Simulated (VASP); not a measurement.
Data:

```yaml
crystal:
  lattice:
    - [1.38246, -2.39449, 0.00000]
    - [1.38246, 2.39449, 0.00000]
    - [0.00000, 0.00000, 4.35510]
  atoms:
    - { symbol: Os, position: [0.33333, 0.66667, 0.25000] }
    - { symbol: Os, position: [0.66667, 0.33333, 0.75000] }
```

All values below come from PW91 GGA, VASP's PBE PAW potentials (set 64) (plane waves; VASP 6.6.1). Run with 520 eV cut-off, Gaussian smearing of 0.050 eV, potentials Os.

Problem. Give the energies of bands 1 to 11 at the high-symmetry points, in eV from the Fermi level.

Solution. 
```
band       Γ      M      K      A      L      H
----  ------  -----  -----  -----  -----  -----
1     -10.65  -6.96  -6.29  -8.26  -7.20  -5.65
2      -7.53  -6.80  -5.25  -8.26  -7.20  -5.65
3      -2.97  -6.21  -5.25  -3.44  -5.14  -4.77
4      -2.97  -3.46  -4.46  -3.44  -5.14  -4.77
5      -2.69  -2.82  -3.32  -3.16  -1.20  -3.32
6      -2.16  -2.48  -3.32  -3.16  -1.20  -3.32
7      -2.16  -1.82  -1.29  -3.16  -0.14  -1.32
8      -1.56   1.88   1.40  -3.16  -0.14  -1.32
9      -1.56   2.42   1.40   0.82   2.21   1.52
10      0.12   2.58   1.97   0.82   2.21   1.52
11      1.59   4.21   5.20   0.82   3.17   8.09
```

It has no gap at this level: it comes out as a metal or semimetal.

The compound is Os in the hcp structure. It was relaxed first.
